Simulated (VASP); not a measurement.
The system is WS2.

```
W S
1.0
     3.15410    0.00000    0.00000
    -1.57705    2.73153    0.00000
     0.00000    0.00000   12.14229
W S
2 4
Direct
  0.33333 0.66667 0.25000
  0.66667 0.33333 0.75000
  0.33333 0.66667 0.62030
  0.66667 0.33333 0.12030
  0.33333 0.66667 0.87970
  0.66667 0.33333 0.37970
```

Base run:

```yaml
Program: VASP 6.6.1
Functional: TB-mBJ
Potentials_or_basis: VASP PAW PBE potentials, release 64 (W_sv, S)
Cutoff: 520 eV
k_mesh: 12 × 12 × 3
Occupations: gaussian, width 0.03 eV
Spin: no spin polarisation
```

Its results: band gap on the k mesh 1.14 eV, indirect (least direct gap 1.95 eV).

Task: The run is repeated on the same cell with these changes: functional from TB-mBJ to r2SCAN. What comes out?

Result: Band gap on the k mesh 1.01 eV, indirect (least direct gap 1.96 eV).

Caveats: spin-orbit coupling is left out, which moves the levels of the heavy elements.
